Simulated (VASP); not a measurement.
Here is the system:

```yaml
crystal:
  lattice:
    - [0.00000, 3.28388, 3.28388]
    - [3.28388, 0.00000, 3.28388]
    - [3.28388, 3.28388, 0.00000]
  atoms:
    - { symbol: Te, position: [0.50000, 0.50000, 0.50000] }
    - { symbol: Pb, position: [0.00000, 0.00000, 0.00000] }
```

Calculation: PBE GGA, VASP's PBE PAW potentials (set 64) (plane waves; VASP). Settings: 480 eV cut-off, 6×6×6 Γ-centred mesh, Gaussian smearing of 0.050 eV, potentials Te Pb_d.

Unless said otherwise, spin-orbit coupling is left out, though it shifts the bands of the heavy elements here.

Problem. Estimate the energy per atom (σ→0), band gap (on the k-mesh) with the smallest direct gap where there is one.

Solution. 
```json
{
 "band gap (on the k-mesh)": "0.83 eV",
 "smallest direct gap (on the k-mesh)": "0.83 eV",
 "energy per atom (σ→0)": "-3.762 eV/atom"
}
```

Only differences to runs with the same potentials and settings are physical.

The compound is PbTe in the rock salt structure. It was relaxed first, which changed the volume by +5 %. The start is the result of an earlier pass.
